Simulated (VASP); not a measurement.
Here is the system:

```
MgTe
1.0
    2.32050    -4.01922     0.00000
    2.32050     4.01922     0.00000
    0.00000     0.00000     7.53780
Mg Te
2 2
Cartesian
  2.32050  -1.33974   3.76890
  2.32050   1.33974   0.00000
  2.32050  -1.33974   6.60311
  2.32050   1.33974   2.83421
```

Level of theory: PBE GGA, VASP's PBE PAW potentials (set 64) (plane waves; VASP 6.6.1). Settings: 520 eV cut-off, 5×5×3 Γ-centred mesh, Gaussian smearing of 0.050 eV, potentials Mg Te.

### Question
Estimate the energy per atom (σ→0).

### Answer

```yaml
energy per atom (σ→0): -3.200 eV/atom
```

Total energies compare only between runs with the same potentials, cut-off and functional.

The compound is MgTe in the wurtzite structure. The cell was not relaxed at this level. The run is one of a series of settings (ENCUT = 520 against the base run), some of them coarse on purpose.
